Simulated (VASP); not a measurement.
```
BeTe
1.0
    0.00000     2.82053     2.82053
    2.82053     0.00000     2.82053
    2.82053     2.82053     0.00000
Be Te
1 1
Cartesian
  0.00000   0.00000   0.00000
  1.41027   1.41027   1.41027
```

Method: SCAN meta-GGA with spin-orbit coupling, VASP's PBE PAW potentials (set 64) (plane waves; VASP). Numerical set-up: 400 eV cut-off, 7×7×7 Γ-centred mesh, Gaussian smearing of 0.050 eV, potentials Be Te.

Question: Predict the energy per atom (σ→0), band gap (over mesh and band path) with the smallest direct gap where there is one.

Answer: 
The band gap (over mesh and band path) is 1.96 eV and the smallest direct gap (over mesh and band path) comes out as 3.66 eV. The energy per atom (σ→0) comes out as -21.289 eV/atom.

Only differences to runs with the same potentials and settings are physical.

The structure comes from a measured BeTe entry (F-43m) of the Crystallography Open Database, whose conditions weren't checked. It was relaxed first, which changed the volume by +6 %.
